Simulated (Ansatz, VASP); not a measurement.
# MgSiS3 in two plane-wave programs, part 2 of 3

One calculation is typed for both programs; each brings its own data sets. How far apart do they land? The cell is generated by rule, not measured, and may not be a known phase. The cell is taken from a series of runs on this material, whose earlier steps may have relaxed, scaled, displaced or heated it; both programs get it as it stands.

VASP 6.6.1 and Ansatz 0.2.0.

So far: The structure; Ansatz: zone-centre phonons, LDA.

## Step 3: VASP: zone-centre phonons, LDA

Level of this step: LDA; plane waves and PAW (Mg, Si, S); invented cell (VASP).

The same cell, functional (in two slightly different forms), mesh and smearing now go to VASP, with its own data sets.

Lines of VASP's logs that name or quote its potential files are left out, and so is its time.

INCAR

```
SYSTEM = MgSiS3
PREC = Accurate
ENCUT = 600
EDIFF = 1E-08
NELM = 120
ISMEAR = 1
SIGMA = 0.2
LREAL = .FALSE.
ALGO = Normal
GGA = CA
NBANDS = 34
LORBIT = 11
LWAVE = .FALSE.
LCHARG = .FALSE.
ISIF = 2
IBRION = 8
LASPH = .TRUE.
GGA_COMPAT = .FALSE.
KPAR = 2
```

POSCAR

```
MgSiS3
1.0
    4.3690450658      0.0000000000      0.0000000000
    0.0000000000      4.3690450658      0.0000000000
    0.0000000000      0.0000000000      9.3105204827
Mg Si S
2 2 6
Direct
    0.0000000000      0.0000000000      0.0000000000
    0.0000000000      0.0000000000      0.5000000000
    0.5000000000      0.5000000000      0.2500000000
    0.5000000000      0.5000000000      0.7500000000
    0.5000000000      0.5000000000      0.0000000000
    0.5000000000      0.5000000000      0.5000000000
    0.5000000000      0.0000000000      0.1821770726
    0.5000000000      0.0000000000      0.8178229274
    0.0000000000      0.5000000000      0.3178229274
    0.0000000000      0.5000000000      0.6821770726
```

KPOINTS

```
Automatic mesh
0
Gamma
8 8 4
0 0 0
```

PAW data sets: Mg, Si and S (LDA family, release 64).

The run is started by

```bash
mpirun -np 2 vasp_std
```

Output:

```text
[banner, memory and clock lines left out]
running    2 mpi-ranks, on    1 nodes
 distrk:  each k-point on    1 cores,    2 groups
 distr:  one band on    1 cores,    1 groups

 POSCAR found type information on POSCAR MgSiS
 POSCAR found :  3 types and      10 ions
 LDA part: xc-table for (Slater(with rela. corr.)+CA(PZ))
 , standard interpolation
 POSCAR, INCAR and KPOINTS ok, starting setup
 FFT: planning ... GRIDC
 FFT: planning ... GRID_SOFT
 FFT: planning ... GRID
 WAVECAR not read
 entering main loop
       N       E                     dE             d eps       ncg     rms          rms(c)
DAV:   1     0.238990098016E+03    0.23899E+03   -0.22028E+04  3060   0.136E+03
DAV:   2    -0.269161543545E+02   -0.26591E+03   -0.25119E+03  3938   0.212E+02
DAV:   3    -0.495537077775E+02   -0.22638E+02   -0.22159E+02  3874   0.643E+01
DAV:   4    -0.500608555779E+02   -0.50715E+00   -0.50435E+00  3928   0.109E+01
DAV:   5    -0.500748216314E+02   -0.13966E-01   -0.13945E-01  3924   0.174E+00    0.198E+01
DAV:   6    -0.484732910971E+02    0.16015E+01   -0.25083E+00  3540   0.524E+00    0.128E+01
DAV:   7    -0.481907183017E+02    0.28257E+00   -0.12037E+00  3846   0.373E+00    0.188E+00
DAV:   8    -0.481623160653E+02    0.28402E-01   -0.10806E-01  3576   0.138E+00    0.653E-01
DAV:   9    -0.481609742287E+02    0.13418E-02   -0.18106E-02  3854   0.520E-01    0.250E-01
DAV:  10    -0.481607404787E+02    0.23375E-03   -0.86590E-04  3738   0.155E-01    0.131E-01
DAV:  11    -0.481607174410E+02    0.23038E-04   -0.29021E-04  3838   0.709E-02    0.473E-02
DAV:  12    -0.481607041585E+02    0.13283E-04   -0.50218E-05  3654   0.263E-02    0.948E-03
DAV:  13    -0.481607038574E+02    0.30105E-06   -0.22235E-06  3922   0.693E-03    0.265E-03
DAV:  14    -0.481607038494E+02    0.80340E-08   -0.30787E-07  3860   0.239E-03    0.156E-03
DAV:  15    -0.481607038468E+02    0.25852E-08   -0.51805E-08  3702   0.980E-04
   1 F= -.48160704E+02 E0= -.48157729E+02  d E =-.892453E-02
 Linear response reoptimize wavefunctions to high precision
DAV:   1    -0.481607038450E+02    0.18017E-08   -0.65337E-09  2350   0.355E-04
DAV:   2    -0.481607038451E+02   -0.14279E-09   -0.68331E-10  2002   0.134E-04
DAV:   3    -0.481607038451E+02    0.34561E-10   -0.11456E-10  1940   0.501E-05
 Linear response DOF=          11
 Linear response progress:
  Degree of freedom:   1/ 11
       N       E                     dE             d eps       ncg     rms          rms(c)
RMM:   1    -0.266183926010E-02   -0.26618E-02   -0.62622E-04  9508   0.286E-01
RMM:   2    -0.234906517280E-02    0.31277E-03   -0.29767E-04  8065   0.689E-02    0.505E-02
RMM:   3    -0.232752956987E-02    0.21536E-04   -0.33188E-05  8432   0.177E-02    0.285E-02
RMM:   4    -0.232358333315E-02    0.39462E-05   -0.27264E-05  8472   0.151E-02    0.485E-03
RMM:   5    -0.231656511404E-02    0.70182E-05   -0.46603E-06  8525   0.659E-03    0.165E-03
RMM:   6    -0.231735411891E-02   -0.78900E-06   -0.35052E-07  8751   0.195E-03    0.473E-04
RMM:   7    -0.231634821095E-02    0.10059E-05   -0.23844E-08  9081   0.580E-04    0.227E-04
RMM:   8    -0.231607165276E-02    0.27656E-06   -0.28012E-08  8879   0.470E-04    0.140E-04
RMM:   9    -0.231614107175E-02   -0.69419E-07   -0.92313E-09  8888   0.190E-04    0.169E-05
RMM:  10    -0.231615716903E-02   -0.16097E-07   -0.96993E-09  9659   0.602E-05    0.138E-05
RMM:  11    -0.231616276298E-02   -0.55940E-08   -0.72929E-09  9483   0.296E-05    0.330E-06
 first order change of Fermi-energy  -0.32317E-06
 force on displaced ion       1 direction 1 :  -0.522   0.000   0.000
 Linear response progress:
  Degree of freedom:   2/ 11
       N       E                     dE             d eps       ncg     rms          rms(c)
RMM:   1    -0.188102208966E-02   -0.18810E-02   -0.17520E-03  8737   0.206E-01
RMM:   2    -0.179654568750E-02    0.84476E-04   -0.13846E-04  8273   0.456E-02    0.357E-02
RMM:   3    -0.174380045701E-02    0.52745E-04   -0.14467E-05  8544   0.125E-02    0.213E-02
RMM:   4    -0.169302189248E-02    0.50779E-04   -0.77223E-06  8429   0.980E-03    0.458E-03
RMM:   5    -0.167838050189E-02    0.14641E-04   -0.17484E-06  8583   0.417E-03    0.907E-04
RMM:   6    -0.167585524548E-02    0.25253E-05   -0.65444E-08  8855   0.110E-03    0.520E-04
RMM:   7    -0.167504742746E-02    0.80782E-06   -0.11666E-08  9088   0.293E-04    0.275E-04
RMM:   8    -0.167468595341E-02    0.36147E-06   -0.49440E-09  9030   0.193E-04    0.590E-05
RMM:   9    -0.167469338986E-02   -0.74364E-08   -0.24444E-09  9399   0.100E-04    0.400E-05
 first order change of Fermi-energy   0.13656E-03
 force on displaced ion       1 direction 2 :   0.000   0.307   0.000
 Linear response progress:
  Degree of freedom:   3/ 11
       N       E                     dE             d eps       ncg     rms          rms(c)
RMM:   1    -0.357550399129E-02   -0.35755E-02   -0.14064E-03 11925   0.266E-01
[...]
force on displaced ion       3 direction 3 :   0.000   0.000  -7.102
 Linear response progress:
  Degree of freedom:   6/ 11
       N       E                     dE             d eps       ncg     rms          rms(c)
RMM:   1    -0.115133694337E+00   -0.11513E+00   -0.33972E-02 10876   0.132E+00
RMM:   2    -0.109734030531E+00    0.53997E-02   -0.43265E-03  8128   0.242E-01    0.614E-02
[...]
RMM:   3    -0.124337861021E+00   -0.13024E-03   -0.12426E-03  8459   0.105E-01    0.119E-01
RMM:   4    -0.124624485703E+00   -0.28662E-03   -0.19741E-04  8766   0.414E-02    0.361E-02
RMM:   5    -0.124674002336E+00   -0.49517E-04   -0.10552E-05  8789   0.119E-02    0.664E-03
RMM:   6    -0.124677577654E+00   -0.35753E-05   -0.37504E-07  9089   0.297E-03    0.352E-03
RMM:   7    -0.124683612273E+00   -0.60346E-05    0.21916E-07  9079   0.123E-03    0.832E-04
RMM:   8    -0.124687005574E+00   -0.33933E-05    0.21602E-07  9351   0.478E-04    0.347E-04
RMM:   9    -0.124688370765E+00   -0.13652E-05    0.38311E-07  9433   0.255E-04    0.132E-04
RMM:  10    -0.124688635258E+00   -0.26449E-06    0.57009E-07  9961   0.154E-04    0.326E-05
RMM:  11    -0.124688475819E+00    0.15944E-06    0.54037E-07 10146   0.116E-04    0.105E-05
RMM:  12    -0.124688465185E+00    0.10634E-07    0.33736E-07 10549   0.105E-04    0.381E-06
RMM:  13    -0.124688465066E+00    0.11854E-09    0.45709E-07 10724   0.102E-04    0.108E-06
RMM:  14    -0.124688466248E+00   -0.11815E-08    0.41843E-07 10227   0.101E-04    0.401E-07
RMM:  15    -0.124688468254E+00   -0.20063E-08    0.43848E-07  9817   0.101E-04    0.135E-07
RMM:  16    -0.124688467830E+00    0.42368E-09    0.43503E-07  9682   0.101E-04    0.716E-08
 first order change of Fermi-energy  -0.24106E-03
 force on displaced ion       5 direction 3 :   0.000   0.000  -8.515
 Linear response progress:
  Degree of freedom:   9/ 11
       N       E                     dE             d eps       ncg     rms          rms(c)
RMM:   1    -0.114820384469E+00   -0.11482E+00   -0.18599E-02 13552   0.143E+00
RMM:   2    -0.109451499021E+00    0.53689E-02   -0.43256E-03  9800   0.260E-01    0.843E-02
RMM:   3    -0.109622087695E+00   -0.17059E-03   -0.16066E-04 10712   0.498E-02    0.481E-02
RMM:   4    -0.109878829299E+00   -0.25674E-03   -0.52701E-05 10678   0.249E-02    0.154E-02
RMM:   5    -0.109914460525E+00   -0.35631E-04   -0.28129E-06 10941   0.673E-03    0.596E-03
RMM:   6    -0.109910276945E+00    0.41836E-05   -0.43298E-07 11102   0.130E-03    0.256E-03
RMM:   7    -0.109916262704E+00   -0.59858E-05   -0.24625E-07 10898   0.882E-04    0.387E-04
RMM:   8    -0.109915884501E+00    0.37820E-06   -0.11286E-07 11461   0.285E-04    0.195E-04
RMM:   9    -0.109915578148E+00    0.30635E-06   -0.76706E-08 11808   0.163E-04    0.652E-05
RMM:  10    -0.109915537413E+00    0.40735E-07   -0.14922E-07 12050   0.157E-04    0.144E-05
RMM:  11    -0.109915513163E+00    0.24249E-07   -0.13080E-07 12654   0.138E-04    0.692E-06
RMM:  12    -0.109915489046E+00    0.24118E-07   -0.72300E-08 12898   0.133E-04    0.229E-06
RMM:  13    -0.109915498644E+00   -0.95988E-08   -0.12471E-07 13095   0.132E-04    0.984E-07
RMM:  14    -0.109915501685E+00   -0.30409E-08   -0.51881E-08 12347   0.132E-04    0.256E-07
 first order change of Fermi-energy   0.61959E-05
 force on displaced ion       7 direction 1 :  -3.407   0.000  -0.003
 Linear response progress:
  Degree of freedom:  10/ 11
       N       E                     dE             d eps       ncg     rms          rms(c)
RMM:   1    -0.120697638025E+00   -0.12070E+00    0.84013E-03 14070   0.157E+00
RMM:   2    -0.110473632281E+00    0.10224E-01   -0.66069E-03  9652   0.338E-01    0.259E-01
RMM:   3    -0.110831175910E+00   -0.35754E-03   -0.57869E-04 10423   0.827E-02    0.130E-01
RMM:   4    -0.111261797278E+00   -0.43062E-03   -0.23099E-04 10544   0.461E-02    0.196E-02
RMM:   5    -0.111192637193E+00    0.69160E-04   -0.21110E-05 10691   0.156E-02    0.890E-03
RMM:   6    -0.111192092453E+00    0.54474E-06   -0.71060E-07 11091   0.277E-03    0.429E-03
RMM:   7    -0.111208371504E+00   -0.16279E-04   -0.55471E-07 10989   0.174E-03    0.655E-04
RMM:   8    -0.111208455287E+00   -0.83783E-07    0.24700E-07 11319   0.550E-04    0.392E-04
RMM:   9    -0.111207843651E+00    0.61164E-06    0.45799E-07 11664   0.309E-04    0.337E-04
RMM:  10    -0.111209094704E+00   -0.12511E-05    0.37143E-07 11454   0.233E-04    0.660E-05
RMM:  11    -0.111208749292E+00    0.34541E-06    0.61304E-07 12186   0.176E-04    0.162E-05
RMM:  12    -0.111208665799E+00    0.83493E-07    0.14925E-07 12720   0.149E-04    0.579E-06
RMM:  13    -0.111208678581E+00   -0.12782E-07    0.20983E-07 13228   0.139E-04    0.198E-06
RMM:  14    -0.111208682375E+00   -0.37935E-08    0.27885E-07 12970   0.137E-04    0.542E-07
RMM:  15    -0.111208682022E+00    0.35294E-09    0.30681E-07 12587   0.137E-04    0.209E-07
RMM:  16    -0.111208682882E+00   -0.86071E-09    0.30881E-07 12457   0.137E-04    0.109E-07
RMM:  17    -0.111208682741E+00    0.14160E-09    0.33230E-07 12484   0.137E-04    0.713E-08
 first order change of Fermi-energy  -0.46654E-06
 force on displaced ion       7 direction 2 :   0.000 -13.161   0.003
 Linear response progress:
  Degree of freedom:  11/ 11
       N       E                     dE             d eps       ncg     rms          rms(c)
RMM:   1    -0.125573161380E+00   -0.12557E+00   -0.13025E-02 11421   0.144E+00
RMM:   2    -0.120208448185E+00    0.53647E-02   -0.45580E-03  8089   0.270E-01    0.973E-02
RMM:   3    -0.120396466518E+00   -0.18802E-03   -0.35176E-04  8885   0.623E-02    0.488E-02
RMM:   4    -0.120537525661E+00   -0.14106E-03   -0.45091E-05  9066   0.208E-02    0.215E-02
RMM:   5    -0.120590847491E+00   -0.53322E-04   -0.76709E-06  9057   0.903E-03    0.999E-03
RMM:   6    -0.120602004339E+00   -0.11157E-04   -0.16899E-06  9218   0.395E-03    0.485E-03
RMM:   7    -0.120598532370E+00    0.34720E-05   -0.23849E-07  9105   0.168E-03    0.151E-03
RMM:   8    -0.120600757039E+00   -0.22247E-05   -0.70162E-08  9376   0.503E-04    0.279E-04
RMM:   9    -0.120601622828E+00   -0.86579E-06    0.74132E-08  9552   0.226E-04    0.888E-05
RMM:  10    -0.120601510224E+00    0.11260E-06    0.22426E-07  9990   0.139E-04    0.229E-05
RMM:  11    -0.120601471712E+00    0.38512E-07   -0.12786E-07 10393   0.118E-04    0.711E-06
RMM:  12    -0.120601450734E+00    0.20978E-07   -0.16858E-07 10753   0.113E-04    0.195E-06
RMM:  13    -0.120601460769E+00   -0.10035E-07   -0.15246E-07 10749   0.112E-04    0.100E-06
RMM:  14    -0.120601459505E+00    0.12645E-08   -0.12382E-07 10325   0.112E-04    0.267E-07
RMM:  15    -0.120601459972E+00   -0.46706E-09   -0.11867E-07 10222   0.111E-04    0.111E-07
RMM:  16    -0.120601459658E+00    0.31348E-09   -0.15361E-07 10214   0.111E-04    0.635E-08
 first order change of Fermi-energy  -0.13076E+00
 force on displaced ion       7 direction 3 :   0.000   0.000  -5.013
 Linear response finished
```

[end of part 2 of 3]

[Lines on the potential files, build, host, timing and source positions are cut from VASP's logs without a mark.]

[Logs are printed without paths, hosts, clocks, repeated set-up lines and the standing remarks that a program may print on its own settings, such as how far it seeks lower states.]

[Hosts, paths, dates, database ids (printed as entryN), source tags and the programs' standing remarks are cut or masked in the printed files.]
